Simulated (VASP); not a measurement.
Calculation: r2SCAN meta-GGA, VASP's PBE PAW potentials (set 64) (plane waves; VASP).

VASP input:

**INCAR**
```
# general
SYSTEM  = Ni3Si
PREC    = Accurate
ENCUT   = 400   # plane-wave cut-off (eV)
LREAL   = .FALSE.
LASPH   = .TRUE.   # aspherical one-centre terms

# electronic loop
EDIFF   = 1E-7
NELM    = 100
ALGO    = Normal   # blocked Davidson
LMAXMIX = 4   # l cut-off of mixed one-centre charges
LMIXTAU = .TRUE.

# smearing
ISMEAR  = -5

# functional
METAGGA = R2SCAN

# ions
ISIF    = 2   # forces and stress, cell fixed

# output
LWAVE   = .FALSE.
LCHARG  = .FALSE.
LORBIT  = 11
NEDOS   = 601

# other
LEFG    = .TRUE.
```

File KPOINTS:
```
Automatic mesh
0
Gamma
10 10 10
0 0 0
```

**KPOINTS_OPT**
```
k-points along high-symmetry lines
10
Line-mode
Reciprocal
  0.000000   0.000000   0.000000 ! GAMMA
  0.000000   0.500000   0.000000 ! X

  0.000000   0.500000   0.000000 ! X
  0.500000   0.500000   0.000000 ! M

  0.500000   0.500000   0.000000 ! M
  0.000000   0.000000   0.000000 ! GAMMA

  0.000000   0.000000   0.000000 ! GAMMA
  0.500000   0.500000   0.500000 ! R

  0.500000   0.500000   0.500000 ! R
  0.000000   0.500000   0.000000 ! X

  0.500000   0.500000   0.500000 ! R
  0.500000   0.500000   0.000000 ! M
```

### POSCAR
```
Ni3Si
1
    3.4634969398     0.0000000000     0.0000000000
    0.0000000000     3.4634969398    -0.0000000000
   -0.0000000000     0.0000000000     3.4634969398
Si Ni
1 3
Direct
  0.0000000000   0.0000000000   0.0000000000
  0.0000000000   0.5000000000   0.5000000000
  0.5000000000   0.0000000000   0.5000000000
  0.5000000000   0.5000000000   0.0000000000
```

POTCAR, in this order: Si Ni (PBE.64 set). Program: vasp_std.

The resulting files:

File OUTCAR:
```
 ion  position               nearest neighbor table
   1  0.000  0.000  0.000-   2 2.45   3 2.45   4 2.45   2 2.45   3 2.45   2 2.45   4 2.45   2 2.45
                             3 2.45   4 2.45   3 2.45   4 2.45
   2  0.000  0.500  0.500-   1 2.45   3 2.45   4 2.45   1 2.45   4 2.45   1 2.45   3 2.45   1 2.45
                             3 2.45   4 2.45   4 2.45   3 2.45
   3  0.500  0.000  0.500-   1 2.45   2 2.45   4 2.45   1 2.45   4 2.45   2 2.45   4 2.45   4 2.45
                             1 2.45   2 2.45   1 2.45   2 2.45
   4  0.500  0.500  0.000-   1 2.45   2 2.45   3 2.45   2 2.45   3 2.45   1 2.45   3 2.45   3 2.45
                             1 2.45   2 2.45   2 2.45   1 2.45
  LATTYP: Found a simple cubic cell.
 ALAT       =     3.4634969398
 Subroutine PRICEL returns:
 Original cell was already a primitive cell.
 Subroutine GETGRP returns: Found 48 space group operations
The static configuration has the point symmetry O_h .
The dynamic configuration has the point symmetry O_h .
 Subroutine INISYM returns: Found 48 space group operations
 Subroutine IBZKPT returns following result:
 Found     56 irreducible k-points:

 Following reciprocal coordinates:
            Coordinates               Weight
  0.000000  0.000000  0.000000      1.000000
  0.100000  0.000000  0.000000      6.000000
  0.200000  0.000000  0.000000      6.000000
...
```

### OSZICAR
```
       N       E                     dE             d eps       ncg     rms          rms(c)
DAV:   1     0.161267701768E+03    0.16127E+03   -0.13856E+04  2384   0.188E+03
DAV:   2    -0.438303796460E+02   -0.20510E+03   -0.19759E+03  2352   0.357E+02
DAV:   3    -0.538503029838E+02   -0.10020E+02   -0.97172E+01  2582   0.107E+02
DAV:   4    -0.540559941166E+02   -0.20569E+00   -0.20461E+00  2733   0.133E+01
DAV:   5    -0.540633046407E+02   -0.73105E-02   -0.72835E-02  2848   0.242E+00    0.207E+01
DAV:   6    -0.503244950608E+02    0.37388E+01   -0.65182E+01  2635   0.139E+02    0.184E+01
DAV:   7    -0.463760146325E+02    0.39485E+01   -0.17077E+01  2580   0.716E+01    0.476E+00
DAV:   8    -0.464168447561E+02   -0.40830E-01   -0.75836E-01  2745   0.787E+00    0.255E+00
DAV:   9    -0.463597556815E+02    0.57089E-01   -0.23109E-01  2616   0.805E+00    0.419E-01
DAV:  10    -0.463672236346E+02   -0.74680E-02   -0.14654E-02  2760   0.121E+00    0.160E-01
DAV:  11    -0.463677610705E+02   -0.53744E-03   -0.42140E-03  2601   0.600E-01    0.931E-02
DAV:  12    -0.463687238224E+02   -0.96275E-03   -0.10944E-03  2753   0.363E-01    0.358E-02
DAV:  13    -0.463687517058E+02   -0.27883E-04   -0.14626E-04  2502   0.124E-01    0.155E-02
DAV:  14    -0.463687896941E+02   -0.37988E-04   -0.75402E-05  2452   0.802E-02    0.942E-03
DAV:  15    -0.463688061214E+02   -0.16427E-04   -0.17813E-05  2630   0.659E-02    0.642E-03
DAV:  16    -0.463688097991E+02   -0.36777E-05   -0.10617E-05  2528   0.434E-02    0.164E-03
DAV:  17    -0.463688101755E+02   -0.37637E-06   -0.56698E-07  2548   0.893E-03    0.127E-03
DAV:  18    -0.463688103614E+02   -0.18590E-06   -0.12105E-07  1356   0.523E-03    0.324E-04
DAV:  19    -0.463688104921E+02   -0.13066E-06   -0.32948E-08  1251   0.295E-03    0.270E-04
DAV:  20    -0.463688104582E+02    0.33897E-07   -0.13862E-08  1236   0.128E-03
   1 F= -.46368810E+02 E0= -.46368810E+02  d E =0.000000E+00
       N       E                     dE             ncg
       N       E                     dE             ncg
```

File OUTCAR:
```
------------------------ aborting loop because EDIFF is reached ----------------------------------------
  FORCE on cell =-STRESS in cart. coord.  units (eV):
  Direction    XX          YY          ZZ          XY          YZ          ZX
  --------------------------------------------------------------------------------------
  Total       -0.0098943     -0.0098943     -0.0098943      0.0000000      0.0000000     -0.0000000
  in kB       -0.3815516     -0.3815516     -0.3815516      0.0000000      0.0000000     -0.0000000
  external PRESSURE =      -0.3815516 kB  Pullay stress =       0.0000000 kB
  volume of cell :       41.55
      direct lattice vectors                 reciprocal lattice vectors
     3.463496940  0.000000000  0.000000000     0.288725533  0.000000000  0.000000000
     0.000000000  3.463496940  0.000000000     0.000000000  0.288725533  0.000000000
     0.000000000  0.000000000  3.463496940     0.000000000  0.000000000  0.288725533
 POSITION                                       TOTAL-FORCE (eV/Angst)
 -----------------------------------------------------------------------------------
      0.00000      0.00000      0.00000         0.000000      0.000000      0.000000
      0.00000      1.73175      1.73175         0.000000      0.000000      0.000000
      1.73175      0.00000      1.73175         0.000000      0.000000      0.000000
      1.73175      1.73175      0.00000         0.000000      0.000000      0.000000
 -----------------------------------------------------------------------------------
    total drift:                                0.000000     -0.000000     -0.000000
  FREE ENERGIE OF THE ION-ELECTRON SYSTEM (eV)
  ---------------------------------------------------
  free  energy   TOTEN  =       -46.3688104582 eV

  energy  without entropy=      -46.3688104582  energy(sigma->0) =      -46.36881046

 total charge

# of ion       s       p       d       tot
------------------------------------------
    1        0.718   0.852   0.000   1.570
    2        0.514   0.631   8.439   9.584
    3        0.514   0.631   8.439   9.584
    4        0.514   0.631   8.439   9.584
--------------------------------------------------
tot          2.261   2.745  25.316  30.322

 Electric field gradients after diagonalization (V/A^2)
 (convention: |V_zz| > |V_xx| > |V_yy|)
----------------------------------------------------------------------
 ion       V_xx      V_yy      V_zz     asymmetry (V_yy - V_xx)/ V_zz
----------------------------------------------------------------------
   1      -0.000    -0.000    -0.000      -0.046
   2      21.800    21.800   -43.600       0.000
   3      21.800    21.800   -43.600       0.000
   4      21.800    21.800   -43.600       0.000
```
(Selected blocks of OUTCAR.)

For a metal the tetrahedron method with Blöchl corrections gives inexact stress and forces.

The compound is Ni3Si in the L1_2 structure. It was relaxed first. The run is not spin-polarised, so no magnetic state was tried.
